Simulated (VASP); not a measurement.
Computed with SCAN meta-GGA, VASP's PBE PAW potentials (set 64) (plane waves; VASP).

VASP ran on this input.

**POSCAR**
```
PbS
1.0
  0.0000000000   2.9755444562   2.9755444562
  2.9755444562   0.0000000000   2.9755444562
  2.9755444562   2.9755444562   0.0000000000
Pb S
1 1
direct
  0.0000000000   0.0000000000   0.0000000000
  0.5000000000   0.5000000000   0.5000000000
```

File KPOINTS_OPT:
```
k-points along high-symmetry lines
10
Line-mode
Reciprocal
  0.000000   0.000000   0.000000 ! GAMMA
  0.500000   0.000000   0.500000 ! X

  0.500000   0.000000   0.500000 ! X
  0.625000   0.250000   0.625000 ! U

  0.375000   0.375000   0.750000 ! K
  0.000000   0.000000   0.000000 ! GAMMA

  0.000000   0.000000   0.000000 ! GAMMA
  0.500000   0.500000   0.500000 ! L

  0.500000   0.500000   0.500000 ! L
  0.500000   0.250000   0.750000 ! W

  0.500000   0.250000   0.750000 ! W
  0.500000   0.000000   0.500000 ! X
```

**INCAR**
```
! general
SYSTEM  = PbS
PREC    = Accurate
ENCUT   = 520
LREAL   = F
LASPH   = T

! electronic loop
EDIFF   = 1E-7
NELM    = 100
ALGO    = Normal
LMAXMIX = 4
LMIXTAU = T

! smearing
ISMEAR  = -5

! functional
METAGGA = SCAN

! ions
ISIF    = 2

! output
LWAVE   = F
LCHARG  = F
LORBIT  = 11
NEDOS   = 601
```

**KPOINTS**
```
K-points
0
Gamma
9 9 9
```

POTCAR, in this order: Pb_d S (PBE.64 set). Program: vasp_std.

What VASP printed:

### OSZICAR
```
       N       E                     dE             d eps       ncg     rms          rms(c)
DAV:   1     0.879653097478E+02    0.87965E+02   -0.10104E+04   996   0.153E+03
DAV:   2    -0.773882201261E+02   -0.16535E+03   -0.16207E+03  1034   0.374E+02
DAV:   3    -0.911192438597E+02   -0.13731E+02   -0.13571E+02  1298   0.109E+02
DAV:   4    -0.915072073664E+02   -0.38796E+00   -0.38769E+00  1088   0.206E+01
DAV:   5    -0.915202509607E+02   -0.13044E-01   -0.13043E-01  1352   0.405E+00    0.471E+00
DAV:   6    -0.861782071578E+02    0.53420E+01   -0.40619E+00  1208   0.420E+01    0.344E+00
DAV:   7    -0.864176159739E+02   -0.23941E+00   -0.11422E+00  1016   0.158E+01    0.266E+00
DAV:   8    -0.865356399216E+02   -0.11802E+00   -0.79883E-01   980   0.874E+00    0.725E-01
DAV:   9    -0.864294844808E+02    0.10616E+00   -0.38511E-01   980   0.657E+00    0.537E-01
DAV:  10    -0.864877296311E+02   -0.58245E-01   -0.58097E-02  1004   0.281E+00    0.217E-01
DAV:  11    -0.864915597244E+02   -0.38301E-02   -0.15049E-02  1118   0.121E+00    0.117E-01
DAV:  12    -0.864801272523E+02    0.11432E-01   -0.37414E-02   992   0.252E+00    0.247E-01
DAV:  13    -0.864919979750E+02   -0.11871E-01   -0.19426E-02   980   0.168E+00    0.575E-02
DAV:  14    -0.864924268719E+02   -0.42890E-03   -0.23051E-03  1040   0.625E-01    0.253E-02
DAV:  15    -0.864927174686E+02   -0.29060E-03   -0.45288E-04   998   0.274E-01    0.242E-02
DAV:  16    -0.864927285957E+02   -0.11127E-04   -0.21288E-05  1118   0.538E-02    0.195E-02
DAV:  17    -0.864927013760E+02    0.27220E-04   -0.55902E-06  1148   0.369E-02    0.117E-02
DAV:  18    -0.864926807454E+02    0.20631E-04   -0.46136E-06  1040   0.384E-02    0.290E-03
DAV:  19    -0.864926808572E+02   -0.11175E-06   -0.33220E-07  1094   0.686E-03    0.845E-04
DAV:  20    -0.864926811035E+02   -0.24631E-06   -0.41917E-08   682   0.245E-03    0.524E-04
DAV:  21    -0.864926822088E+02   -0.11053E-05   -0.51490E-08   676   0.248E-03    0.257E-04
DAV:  22    -0.864926819723E+02    0.23655E-06   -0.17033E-08   544   0.184E-03    0.236E-04
DAV:  23    -0.864926821353E+02   -0.16305E-06   -0.15553E-09   532   0.581E-04    0.118E-04
DAV:  24    -0.864926822707E+02   -0.13536E-06   -0.42080E-10   514   0.339E-04    0.300E-05
DAV:  25    -0.864926821698E+02    0.10087E-06   -0.47957E-10   526   0.263E-04    0.858E-06
DAV:  26    -0.864926821708E+02   -0.95019E-09   -0.48417E-11   514   0.115E-04
   1 F= -.86492682E+02 E0= -.86492682E+02  d E =0.000000E+00
       N       E                     dE             ncg
       N       E                     dE             ncg
```

File OUTCAR:
```
------------------------ aborting loop because EDIFF is reached ----------------------------------------
  FORCE on cell =-STRESS in cart. coord.  units (eV):
  Direction    XX          YY          ZZ          XY          YZ          ZX
  --------------------------------------------------------------------------------------
  Total        0.0250172      0.0250172      0.0250172      0.0000000      0.0000000     -0.0000000
  in kB        0.7607108      0.7607108      0.7607108      0.0000000      0.0000000     -0.0000000
  external PRESSURE =       0.7607108 kB  Pullay stress =       0.0000000 kB
  volume of cell :       52.69
      direct lattice vectors                 reciprocal lattice vectors
     0.000000000  2.975544456  2.975544456    -0.168036474  0.168036474  0.168036474
     2.975544456  0.000000000  2.975544456     0.168036474 -0.168036474  0.168036474
     2.975544456  2.975544456  0.000000000     0.168036474  0.168036474 -0.168036474
  FREE ENERGIE OF THE ION-ELECTRON SYSTEM (eV)
  ---------------------------------------------------
  free  energy   TOTEN  =       -86.4926821708 eV

  energy  without entropy=      -86.4926821708  energy(sigma->0) =      -86.49268217

 total charge

# of ion       s       p       d       tot
------------------------------------------
    1        1.532   0.487   9.839  11.857
    2        1.342   2.358   0.000   3.700
--------------------------------------------------
tot          2.874   2.844   9.839  15.557
```
(Selected blocks of OUTCAR.)

The compound is PbS in the rock salt structure. It was relaxed first.
